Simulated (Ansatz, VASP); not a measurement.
**B7C: VASP beside Ansatz**

```
B C
1.0
     0.00000    2.86866    2.86866
     2.86866    0.00000    2.86866
     2.86866    2.86866    0.00000
B C
7 1
Direct
  0.50000 0.00000 0.00000
  0.00000 0.50000 0.50000
  0.00000 0.50000 0.00000
  0.50000 0.00000 0.50000
  0.00000 0.00000 0.50000
  0.50000 0.50000 0.00000
  0.50000 0.50000 0.50000
  0.00000 0.00000 0.00000
```

Change from the starting cell: species swapped into the CePd7 type (Fm-3m, No. 225).

Alike in both runs: task single point; functional PBE; k mesh 6 × 6 × 6; occupations gaussian, width 0.1 eV; collinear spin.

|  | VASP | Ansatz |
| --- | --- | --- |
| version | VASP 6.6.1 | Ansatz 0.2.0 |
| potentials or method | VASP PAW PBE potentials, release 64 (B, C) | scalar-relativistic, plane waves, PAW |
| plane-wave cutoff (eV) | 520 | 420 |
| valence electrons in the cell | 25 | 25 |

```csv
,VASP,Ansatz,Ansatz less VASP
gap on the k mesh at the Fermi level (eV),none,none,-
pressure (GPa),0.0,0.0,-0.04
net moment per atom (μB),0.00,0.00,0.000
```

A gap of «none» marks a metal or a gap that the smearing closes. Ansatz warned: «seeded_moment_not_kept».
